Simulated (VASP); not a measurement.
Level of theory: PBEsol GGA, VASP's PBE PAW potentials (set 64) (plane waves; VASP).

VASP ran on this input.

POSCAR:
```
Sc
1
    1.6383362526    -2.8376815455    -0.0000000000
    1.6383362526     2.8376815455     0.0000000000
   -0.0000000000     0.0000000000     5.0826625350
Sc
2
Direct
  0.3333330000   0.6666670000   0.2500000000
  0.6666670000   0.3333330000   0.7500000000
```

**INCAR**
```
! general
SYSTEM   =  Sc
PREC     =  Accurate
ENCUT    =  400   ! plane-wave cut-off (eV)
LREAL    =  .FALSE.   ! projection in real space or not
LASPH    =  .TRUE.

! electronic loop
EDIFF    =  1E-8   ! SCF stop (eV)
NELM     =  100   ! most electronic steps
ALGO     =  Normal   ! blocked Davidson
LMAXMIX  =  4   ! l cut-off of mixed one-centre charges

! smearing
ISMEAR   =  1   ! Methfessel-Paxton
SIGMA    =  0.1   ! width (eV)

! functional
GGA      =  PS   ! PBEsol

! ions
IBRION   =  1   ! quasi-Newton
NSW      =  30   ! most ionic steps
ISIF     =  2   ! forces and stress, cell fixed
EDIFFG   =  -0.001   ! ionic stop

! output
LWAVE    =  .FALSE.
LCHARG   =  .FALSE.
```

KPOINTS:
```
Automatic mesh
0
Gamma
  12 12 7
```

POTCAR, in this order: Sc_sv (PBE.64 set). Program: vasp_std.

Output

### OSZICAR
```
       N       E                     dE             d eps       ncg     rms          rms(c)
DAV:   1     0.338043000832E+03    0.33804E+03   -0.10002E+04  2296   0.128E+03
DAV:   2     0.389521473018E+01   -0.33415E+03   -0.32982E+03  3071   0.661E+02
DAV:   3    -0.144148614455E+02   -0.18310E+02   -0.17893E+02  3754   0.172E+02
DAV:   4    -0.146919032318E+02   -0.27704E+00   -0.27656E+00  3447   0.208E+01
DAV:   5    -0.146962719644E+02   -0.43687E-02   -0.43680E-02  3825   0.250E+00    0.825E+00
DAV:   6    -0.133995112240E+02    0.12968E+01   -0.29454E+00  2847   0.225E+01    0.246E+00
DAV:   7    -0.132244016805E+02    0.17511E+00   -0.74534E-01  2952   0.103E+01    0.836E-01
DAV:   8    -0.132125153549E+02    0.11886E-01   -0.26187E-02  3113   0.241E+00    0.232E-01
DAV:   9    -0.132112756992E+02    0.12397E-02   -0.67125E-03  2988   0.996E-01    0.187E-02
DAV:  10    -0.132112901698E+02   -0.14471E-04   -0.92024E-05  3859   0.146E-01    0.649E-03
DAV:  11    -0.132112886441E+02    0.15256E-05   -0.18248E-06  3530   0.195E-02    0.188E-03
DAV:  12    -0.132112893720E+02   -0.72789E-06   -0.35503E-07  3610   0.764E-03    0.876E-04
DAV:  13    -0.132112890217E+02    0.35029E-06   -0.15786E-08  2127   0.180E-03    0.706E-05
DAV:  14    -0.132112890406E+02   -0.18902E-07   -0.19957E-09  1812   0.101E-03    0.757E-05
DAV:  15    -0.132112890474E+02   -0.68130E-08   -0.11477E-09  1721   0.709E-04
   1 F= -.13211289E+02 E0= -.13211167E+02  d E =-.132113E+02
```

OUTCAR:
```
------------------------ aborting loop because EDIFF is reached ----------------------------------------
  FORCE on cell =-STRESS in cart. coord.  units (eV):
  Direction    XX          YY          ZZ          XY          YZ          ZX
  --------------------------------------------------------------------------------------
  Total        0.0078116      0.0078116     -0.0124466      0.0000000      0.0000000      0.0000000
  in kB        0.2648262      0.2648262     -0.4219629      0.0000000      0.0000000      0.0000000
  external PRESSURE =       0.0358965 kB  Pullay stress =       0.0000000 kB
  volume of cell :       47.26
      direct lattice vectors                 reciprocal lattice vectors
     1.638336253 -2.837681546  0.000000000     0.305187656 -0.176200180  0.000000000
     1.638336253  2.837681546  0.000000000     0.305187656  0.176200180  0.000000000
     0.000000000  0.000000000  5.082662535     0.000000000  0.000000000  0.196747274
 POSITION                                       TOTAL-FORCE (eV/Angst)
 -----------------------------------------------------------------------------------
      1.63834      0.94590      1.27067         0.000000     -0.000000      0.000000
      1.63834     -0.94590      3.81200        -0.000000      0.000000      0.000000
 -----------------------------------------------------------------------------------
    total drift:                               -0.000117      0.000682     -0.000015
  FREE ENERGIE OF THE ION-ELECTRON SYSTEM (eV)
  ---------------------------------------------------
  free  energy   TOTEN  =       -13.2112890474 eV

  energy  without entropy=      -13.2109226163  energy(sigma->0) =      -13.21116690

 reached required accuracy - stopping structural energy minimisation
```
(Selected blocks of OUTCAR.)

The compound is Sc in the hcp structure. It was relaxed first, which changed the volume by -5 %. The start is the result of an earlier pass.
